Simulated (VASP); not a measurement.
# LiMg12 (a cell with a defect): single point with PBEsol

LiMg12 (a cell with a defect):

```xyz
13
Lattice="6.4200 0.0000 0.0000 -4.8150 8.3398 0.0000 0.0000 0.0000 5.2130" Properties=species:S:1:pos:R:3 pbc="T T T"
Mg    0.0013   -0.4407    0.3135
Mg    0.1909    3.1639    1.9675
Mg   -1.4514    2.2238   -0.4255
Mg   -1.9165    4.5591    3.1624
Mg   -3.3304    5.5328    0.2169
Mg   -3.1670    7.7086    2.7981
Mg    3.4440   -0.4903   -0.1819
Mg    3.0210    2.1162    2.1709
Mg    1.6498    2.1348   -0.2088
Mg    1.8718    5.0767    3.0398
Mg    0.4256    5.0762    0.2512
Mg   -0.1166    6.9973    2.4692
Li   -0.5030    0.9438    2.5120
```

The cell was built by a generator and needn't be a form met in nature.

* Program: VASP 6.6.1
* Task: single point
* Functional: PBEsol
* Potentials or basis: VASP PAW PBE potentials, release 64 (Mg, Li_sv)
* Cutoff: 520 eV
* k mesh: 2 × 2 × 2
* Occupations: fermi-dirac, width 0.15 eV
* Spin: no spin polarisation

The largest force is 1.740 eV/Å and the band gap on the k mesh is none (metal or under the smearing width).

Forces in eV/Å, atoms in the order of the input:
```
Mg   0.142  0.292 -0.827
Mg  -0.063 -0.424  0.759
Mg  -0.170  0.017  0.360
Mg   0.747  0.536 -0.327
Mg   1.305 -0.395  1.081
Mg   0.161 -0.224 -0.156
Mg  -0.097  0.225  0.365
Mg   0.546 -0.194  0.532
Mg  -0.097  0.066 -1.209
Mg  -0.378 -0.138 -0.553
Mg  -1.221  0.538 -0.683
Mg  -0.493 -0.189  0.308
Li  -0.382 -0.109  0.351
```

Levels at points of the mesh, in eV from the Fermi level:
```csv
k point,band 10,band 11,band 12,band 13,band 14,band 15,band 16,band 17
"(0.00, 0.00, 0.00)",-1.32,-0.36,-0.13,0.23,0.36,0.58,0.82,1.23
"(0.50, 0.00, 0.00)",-0.62,-0.48,-0.36,-0.16,0.03,0.10,0.35,0.59
"(0.00, 0.50, 0.00)",-1.29,-1.10,-0.90,-0.47,-0.28,0.09,1.70,1.73
"(0.50, 0.50, 0.00)",-0.60,-0.24,0.47,0.56,0.72,0.80,0.87,1.10
"(0.00, 0.00, 0.50)",-1.82,-1.72,-1.03,-0.87,-0.65,-0.54,1.07,1.23
"(0.50, 0.00, 0.50)",-1.08,-0.89,-0.63,-0.39,0.58,0.75,0.86,0.97
"(0.00, 0.50, 0.50)",-1.25,-1.18,-1.06,-0.97,-0.68,-0.58,-0.42,-0.14
"(0.50, 0.50, 0.50)",-2.07,-2.01,-1.78,-1.66,1.83,2.03,2.29,2.32
```

Run time: 42 s on 1 thread of Intel(R) Xeon(R) 6975P-C (Granite Rapids), on a shared host, peak memory 0.36 GiB.

Caveat: the k mesh is coarse (spacing up to 0.60 Å⁻¹), so the values aren't converged; the PAW data sets were made with another functional, which shifts forces and pressure a little.
